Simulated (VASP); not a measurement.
A convergence study with VASP on HfO₂ (fluorite): one setting is varied, all else stays as given below, so the limit is that of these other settings. Each run relaxes cell and ions from the cell shown. The basis is that of the starting cell, so low cut-offs carry a Pulay error.

```xyz
3
Lattice="0.0000 2.5400 2.5400 2.5400 0.0000 2.5400 2.5400 2.5400 0.0000" Properties=species:S:1:pos:R:3 pbc="T T T"
Hf     0.0000     0.0000     0.0000
O      1.2700     1.2700     1.2700
O      3.8100     3.8100     3.8100
```

Method: PBEsol GGA, VASP's PBE PAW potentials (set 64) (plane waves; VASP). The tightest run used: 800 eV cut-off, 6×6×6 Γ-centred mesh, Gaussian smearing of 0.050 eV, potentials Hf_pv O.

Unless said otherwise, spin-orbit coupling is left out, though it shifts the bands of the heavy elements here. Gaps are read on the run's mesh, which can miss a band edge.

```tsv
setting	relaxed volume (Å³/atom)	E (eV/atom)	gap on the mesh (eV)	plane waves
ENCUT = 250	8.879	-11.5770	4.225	304
ENCUT = 300	9.592	-10.8986	4.073	397
ENCUT = 350	10.073	-10.6373	3.870	531
ENCUT = 400	10.375	-10.5720	3.795	609
```

Task: These are the cheaper rows. Estimate the results at ENCUT = 800, and how far the last row shown lies from them.

Result: 
| quantity | tightest run | last row shown is off by |
|---|---|---|
| relaxed volume (Å³/atom) | 10.544 | -0.169 |
| E (eV/atom) | -10.5503 | -0.0217 |
| gap on the mesh (eV) | 3.751 | 0.044 |

Left out are rungs that failed or repeat a setting and relaxations that didn't move; long series are thinned to 24 rows.

The compound is HfO2 in the fluorite structure, the high-temperature cubic form, which is unstable at 0 K; the monoclinic form is the stable one.
